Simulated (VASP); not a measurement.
Data:

```yaml
crystal:
  lattice:
    - [-2.51317, 2.51317, 2.51317]
    - [2.51317, -2.51317, 2.51317]
    - [2.51317, 2.51317, -2.51317]
  atoms:
    - { symbol: Ba, position: [0.00000, 0.00000, 0.00000] }
```

Calculation: PBE GGA, VASP's PBE PAW potentials (set 64) (plane waves; VASP). Settings: 530 eV cut-off, 9×9×9 Γ-centred mesh, first-order Methfessel-Paxton smearing of 0.10 eV, potentials Ba_sv.

Finite-difference elastic constants of metals are sensitive to mesh and smearing; shear constants can be off by tens of GPa.

**Question.** Give the elastic stiffness tensor with the ions relaxed (GPa, in the frame of the cell).

**Answer.** 
|  | xx | yy | zz | yz | xz | xy |
|---|---|---|---|---|---|---|
| xx | 11.0 | 7.8 | 7.8 | 0.0 | 0.0 | 0.0 |
| yy | 7.8 | 11.0 | 7.8 | 0.0 | 0.0 | 0.0 |
| zz | 7.8 | 7.8 | 11.0 | 0.0 | 0.0 | 0.0 |
| yz | 0.0 | 0.0 | 0.0 | 10.4 | 0.0 | 0.0 |
| xz | 0.0 | 0.0 | 0.0 | 0.0 | 10.4 | 0.0 |
| xy | 0.0 | 0.0 | 0.0 | 0.0 | 0.0 | 10.4 |

**Question.** What does the run give for the Hill bulk modulus, Hill shear modulus, Young's modulus, Poisson's ratio?

**Answer.** 
```yaml
hill_bulk_modulus: 8.9 GPa
hill_shear_modulus: 5.1 GPa
Young's modulus: 12.8 GPa
Poisson's ratio: 0.260
```

The compound is Ba in the bcc structure. It was relaxed first.
